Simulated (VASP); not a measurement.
A convergence study with VASP on Sn (beta): one setting is varied, all else stays as given below, so the limit is that of these other settings. Each run relaxes cell and ions from the cell shown. The basis is that of the starting cell, so low cut-offs carry a Pulay error.

```
CELL_PARAMETERS angstrom
     -2.91500     2.91500     1.59000
      2.91500    -2.91500     1.59000
      2.91500     2.91500    -1.59000
ATOMIC_POSITIONS crystal
  Sn 0.25000 0.75000 0.50000
  Sn 0.00000 0.00000 0.00000
```

The numbers are results of PBE GGA, VASP's PBE PAW potentials (set 64) (plane waves; VASP 6.6.1), not measurements. The tightest run used: 700 eV cut-off, 11×11×11 Γ-centred mesh, first-order Methfessel-Paxton smearing of 0.10 eV, potentials Sn_d.

Question: The settings run are ENCUT = 200; ENCUT = 250; ENCUT = 300; ENCUT = 350; ENCUT = 400; ENCUT = 450; ENCUT = 500; ENCUT = 550; ENCUT = 600; ENCUT = 650; ENCUT = 700. From which on does the relaxed volume stay within 0.1 Å³/atom of the tightest run?

Answer: From ENCUT = 400 on: it is off by 0.075 there and by no more than 0.1 in any finer run, while ENCUT = 350 is off by 0.272.
```json
[
 {"setting": "ENCUT = 200", "relaxed volume (Å³/atom)": "24.646", "E (eV/atom)": "-3.8064", "plane waves": "364", "difference judged (Å³/atom)": "3.747"},
 {"setting": "ENCUT = 250", "relaxed volume (Å³/atom)": "28.083", "E (eV/atom)": "-3.8050", "plane waves": "501", "difference judged (Å³/atom)": "0.309"},
 {"setting": "ENCUT = 300", "relaxed volume (Å³/atom)": "28.200", "E (eV/atom)": "-3.8047", "plane waves": "658", "difference judged (Å³/atom)": "0.193"},
 {"setting": "ENCUT = 350", "relaxed volume (Å³/atom)": "28.121", "E (eV/atom)": "-3.8031", "plane waves": "816", "difference judged (Å³/atom)": "0.272"},
 {"setting": "ENCUT = 400", "relaxed volume (Å³/atom)": "28.318", "E (eV/atom)": "-3.8071", "plane waves": "994", "difference judged (Å³/atom)": "0.075"},
 {"setting": "ENCUT = 450", "relaxed volume (Å³/atom)": "28.394", "E (eV/atom)": "-3.8083", "plane waves": "1196", "difference judged (Å³/atom)": "0.001"},
 {"setting": "ENCUT = 500", "relaxed volume (Å³/atom)": "28.372", "E (eV/atom)": "-3.8077", "plane waves": "1390", "difference judged (Å³/atom)": "0.020"},
 {"setting": "ENCUT = 550", "relaxed volume (Å³/atom)": "28.361", "E (eV/atom)": "-3.8076", "plane waves": "1602", "difference judged (Å³/atom)": "0.032"},
 {"setting": "ENCUT = 600", "relaxed volume (Å³/atom)": "28.385", "E (eV/atom)": "-3.8080", "plane waves": "1830", "difference judged (Å³/atom)": "0.008"},
 {"setting": "ENCUT = 650", "relaxed volume (Å³/atom)": "28.392", "E (eV/atom)": "-3.8082", "plane waves": "2056", "difference judged (Å³/atom)": "0.001"},
 {"setting": "ENCUT = 700", "relaxed volume (Å³/atom)": "28.393", "E (eV/atom)": "-3.8081", "plane waves": "2303", "difference judged (Å³/atom)": "0.000"}
]
```

Left out are rungs that failed or repeat a setting and relaxations that didn't move; long series are thinned to 24 rows.

The compound is Sn in the beta structure.
